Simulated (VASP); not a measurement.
Mg2Ge (antifluorite), at 1.04 of the tabulated volume:

```xyz
3
Lattice="0.0000 3.2370 3.2370 3.2370 0.0000 3.2370 3.2370 3.2370 0.0000" Properties=species:S:1:pos:R:3 pbc="T T T"
Mg     1.6185     1.6185     1.6185
Mg     4.8556     4.8556     4.8556
Ge     0.0000     0.0000     0.0000
```

The lowest empty band near X, direction across the valley's axis, from mBJ (TB09) with spin-orbit coupling in VASP (PAW); its two spin partners are averaged. The gap over the points computed is 0.52 eV, and the next band on that side lies 0.24 eV away at the edge.

Run with 400 eV cut-off, 7×7×7 Γ-centred mesh, Gaussian smearing of 0.050 eV, potentials Mg Ge_d.

```
distance from the edge in k (1/Å)  distance in energy (meV)
---------------------------------  ------------------------
0.018                                                   5.9
0.025                                                  11.4
0.035                                                  22.2
0.050                                                  45.0
```

Task: Fit E(1 + αE) = ħ²k²/2m* (ħ²/2m0 = 3.810 eV Å²) and predict the row at 0.070 1/Å.

Result: The rows don't resolve α, so a parabola serves: the electron mass is m* = 0.211 m0, and so 88.4 meV. The run gave 87.4 meV, -1.0 meV from the fit.

Left out are points under 3 meV from the edge, since the levels carry 0.1 meV, and points farther than half the way to the next band.

The compound is Mg2Ge in the antifluorite structure. The cell was not relaxed at this level.
